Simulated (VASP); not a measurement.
Write the native input for VASP 6.6.1 that does the following.

```
Task                   : single point
Functional             : PBEsol
Potentials or basis    : VASP PAW PBE potentials, release 64 (Sn_d_GW, Tc_sv_GW)
Cutoff                 : 550 eV
k mesh                 : 6 × 6 × 6
Occupations            : gaussian, width 0.05 eV
Spin                   : no spin polarisation
Further INCAR settings : ALGO = Normal; EDIFF = 1e-06; NBANDS = 69
```

The structure of Tc3Sn lies in POSCAR:

```
Tc3Sn
1.0
    5.6533577208      0.0000000000      0.0000000000
   -2.8266788604      4.8959514029      0.0000000000
    0.0000000000      0.0000000000      4.6031360000
Sn Tc
2 6
Direct
    0.3333333333      0.6666666667      0.7500000000
    0.6666666667      0.3333333333      0.2500000000
    0.1649190050      0.3298380100      0.2500000000
    0.1649190050      0.8350809950      0.2500000000
    0.6701619900      0.8350809950      0.2500000000
    0.8350809950      0.6701619900      0.7500000000
    0.8350809950      0.1649190050      0.7500000000
    0.3298380100      0.1649190050      0.7500000000
```

The cell comes from a database or a generator and needn't be the stable form of this composition.

The input as run:

INCAR

```
PREC = Accurate
ENCUT = 550
EDIFF = 1E-6
ISMEAR = 0
SIGMA = 0.05
LREAL = F
LASPH = T
NELM = 80
ALGO = Normal
ISIF = 2
LWAVE = F
LCHARG = T
GGA = PS
LELF = T
LVHAR = T
NBANDS = 69
```

KPOINTS

```
Automatic mesh
0
Gamma
  6 6 6
```

Potentials or basis: VASP PAW PBE potentials, release 64 (Sn_d_GW, Tc_sv_GW).

Launch:

```sh
$ cat potpaw_PBE.64/Sn_d_GW/POTCAR potpaw_PBE.64/Tc_sv_GW/POTCAR > POTCAR
$ mpirun -np 1 vasp_std > vasp.out
```

It gave:

| Item | Value |
| --- | --- |
| Pressure | -10.4 GPa |
| Largest force | 0.084 eV/Å |
| Band gap on the k mesh | none (metal or under the smearing width) |

Caveat: the PAW data sets were made with another functional, which shifts forces and pressure a little.

Wall time 14 min on 1 thread of Intel(R) Xeon(R) Platinum 8259CL CPU @ 2.50GHz (Skylake/Cascade Lake), with other jobs on the host, peak memory 0.43 GiB.
